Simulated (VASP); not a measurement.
A run of VASP 6.6.1:

INCAR

```
ALGO     = Normal         # electronic algorithm
EDIFF    = 1E-7           # SCF threshold, eV
ENCUT    = 520            # plane-wave cutoff, eV
GGA      = PS             # functional
ISIF     = 2              # what is computed and relaxed
ISMEAR   = 0              # smearing method
LASPH    = True           # aspherical terms in the spheres
LCHARG   = False          # write CHGCAR
LREAL    = False          # projectors in reciprocal space
LWAVE    = False          # write WAVECAR
NBANDS   = 16             # bands
NELM     = 100            # most SCF steps
PREC     = Accurate       # precision mode
SIGMA    = 0.1            # smearing width, eV
```

File KPOINTS:

```
k-points
0
Gamma
  15 15 12
```

POSCAR

```
ZrB2
1.0
    3.1548456331      0.0000000000      0.0000000000
   -1.5774228165      2.7321764632      0.0000000000
    0.0000000000      0.0000000000      3.5069717885
Zr B
1 2
Direct
    0.0000000000      0.0000000000      0.0000000000
    0.3333333333      0.6666666667      0.5000000000
    0.6666666667      0.3333333333      0.5000000000
```

Potentials or basis: VASP PAW PBE potentials, release 64 (Zr_sv, B).

Command:

```console
$ cat potpaw_PBE.64/Zr_sv/POTCAR potpaw_PBE.64/B/POTCAR > POTCAR
$ mpirun -np 1 vasp_std > vasp.out
```

Hardware: 1 thread of AMD EPYC 9R45 (Zen 5), on a shared host.

Problem. Estimate the wall time of this run.

Solution. It took 47 s on 1 thread of AMD EPYC 9R45 (Zen 5), with other jobs on the host, peak memory 0.18 GiB. Counts: scf iterations 14, k points 189.
